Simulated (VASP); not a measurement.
Method: PBEsol GGA, VASP's PBE PAW potentials (set 64) (plane waves; VASP).

A VASP calculation is set up with these files.

INCAR:
```
! general
SYSTEM = Ca
PREC   = Accurate
ENCUT  = 400   ! plane-wave cut-off (eV)
LREAL  = .FALSE.   ! projection in real space or not
LASPH  = .TRUE.
ICHARG = 11   ! fixed density

! electronic loop
EDIFF  = 1E-7
NELM   = 100   ! most electronic steps
ALGO   = Normal   ! blocked Davidson

! smearing
ISMEAR = 0
SIGMA  = 0.05   ! width (eV)

! functional
GGA    = PS   ! PBEsol

! output
LWAVE  = .FALSE.
LCHARG = .FALSE.
LORBIT = 11   ! lm-projected
```

### POSCAR
```
Ca
1
    0.0000000000     2.7285296194     2.7285296194
    2.7285296194     0.0000000000     2.7285296194
    2.7285296194     2.7285296194     0.0000000000
Ca
1
Direct
  0.0000000000   0.0000000000   0.0000000000
```

File KPOINTS:
```
k-points along high-symmetry lines
15
Line-mode
Reciprocal
  0.000000   0.000000   0.000000 ! GAMMA
  0.500000   0.000000   0.500000 ! X

  0.500000   0.000000   0.500000 ! X
  0.625000   0.250000   0.625000 ! U

  0.375000   0.375000   0.750000 ! K
  0.000000   0.000000   0.000000 ! GAMMA

  0.000000   0.000000   0.000000 ! GAMMA
  0.500000   0.500000   0.500000 ! L

  0.500000   0.500000   0.500000 ! L
  0.500000   0.250000   0.750000 ! W

  0.500000   0.250000   0.750000 ! W
  0.500000   0.000000   0.500000 ! X
```

POTCAR, in this order: Ca_sv (PBE.64 set). Program: vasp_std. Read from the step before: CHGCAR.

The run wrote:

### OUTCAR
```
 ion  position               nearest neighbor table
   1  0.000  0.000  0.000-
  LATTYP: Found a face centered cubic cell.
 ALAT       =     5.4570592388
 Subroutine PRICEL returns:
 Original cell was already a primitive cell.
 Subroutine GETGRP returns: Found 48 space group operations
The static configuration has the point symmetry O_h .
The dynamic configuration has the point symmetry O_h .
 Subroutine INISYM returns: Found 48 space group operations
   k-points           NKPTS =     90   k-points in BZ     NKDIM =     90   number of bands    NBANDS=      9
   number of dos      NEDOS =    301   number of ions     NIONS =      1
   total plane-waves  NPLWV =  21952
   dimension x,y,z NGX =    28 NGY =   28 NGZ =   28
   dimension x,y,z NGXF=    56 NGYF=   56 NGZF=   56
   ions per type =               1
   PREC   = accura    normal or accurate (medium, high low for compatibility)
   ISTART =      0    job   : 0-new  1-cont  2-samecut
   ICHARG =     11    charge: 1-file 2-atom 10-const
   ISPIN  =      1    spin polarized calculation?
   LNONCOLLINEAR =      F non collinear calculations
   LSORBIT =      F    spin-orbit coupling
   INIWAV =      1    electr: 0-lowe 1-rand  2-diag
   ENCUT  =  400.0 eV  29.40 Ry    5.42 a.u.   6.29  6.29  6.29*2*pi/ulx,y,z
   NELM   =    100;   NELMIN=  2; NELMDL= -5     # of ELM steps
...
```

File OSZICAR:
```
       N       E                     dE             d eps       ncg     rms          rms(c)
DAV:   1     0.537839043884E+02    0.53784E+02   -0.45244E+03  1620   0.829E+02
DAV:   2    -0.128858396016E+01   -0.55072E+02   -0.54822E+02  1685   0.208E+02
DAV:   3    -0.226564247159E+01   -0.97706E+00   -0.96451E+00  2585   0.296E+01
DAV:   4    -0.229659119481E+01   -0.30949E-01   -0.30938E-01  2317   0.399E+00
DAV:   5    -0.229704018962E+01   -0.44899E-03   -0.44870E-03  2632   0.287E-01
DAV:   6    -0.229704303057E+01   -0.28409E-05   -0.28404E-05  2161   0.218E-02
DAV:   7    -0.229704305856E+01   -0.27984E-07   -0.28252E-07  2723   0.204E-03
   1 F= -.22970431E+01 E0= -.22957912E+01  d E =-.250379E-02
```

**OUTCAR**
```
 val. band max:        2.0492314256   @ k =   0.6250   0.2500   0.6250

 cond. band min:       2.0501667155   @ k =   0.5000   0.1786   0.6786



 k-point     1 :       0.0000    0.0000    0.0000
  band No.  band energies     occupation
      1     -39.7063      2.00000
      2     -20.6934      2.00000
      3     -20.6934      2.00000
      4     -20.6934      2.00000
      5      -2.0592      2.00000
      6       4.4212      0.00000
      7       4.4212      0.00000
      8       4.4212      0.00000
      9       5.5491      0.00000

 k-point     2 :       0.0357    0.0000    0.0357
  band No.  band energies     occupation
      1     -39.7061      2.00000
      2     -20.6954      2.00000
      3     -20.6941      2.00000
      4     -20.6941      2.00000
      5      -2.0290      2.00000
      6       4.3882      0.00000
      7       4.4333      0.00000
      8       4.4333      0.00000
      9       5.5273      0.00000

 k-point     3 :       0.0714    0.0000    0.0714
  band No.  band energies     occupation
      1     -39.7053      2.00000
      2     -20.7013      2.00000
      3     -20.6963      2.00000
      4     -20.6963      2.00000
      5      -1.9388      2.00000
      6       4.2935      0.00000
      7       4.4698      0.00000
      8       4.4698      0.00000
      9       5.4279      0.00000

 k-point     4 :       0.1071    0.0000    0.1071
  band No.  band energies     occupation
      1     -39.7039      2.00000
      2     -20.7109      2.00000
      3     -20.6998      2.00000
      4     -20.6998      2.00000
      5      -1.7900      2.00000
      6       4.1484      0.00000
      7       4.5311      0.00000
      8       4.5311      0.00000
      9       5.2766      0.00000

 k-point     5 :       0.1429    0.0000    0.1429
  band No.  band energies     occupation
      1     -39.7022      2.00000
      2     -20.7235      2.00000
      3     -20.7045      2.00000
      4     -20.7045      2.00000
...
```

The density is held fixed in this step, so its total energy and stress have no physical meaning.

The compound is Ca in the fcc structure. It was relaxed first, which changed the volume by -6 %.
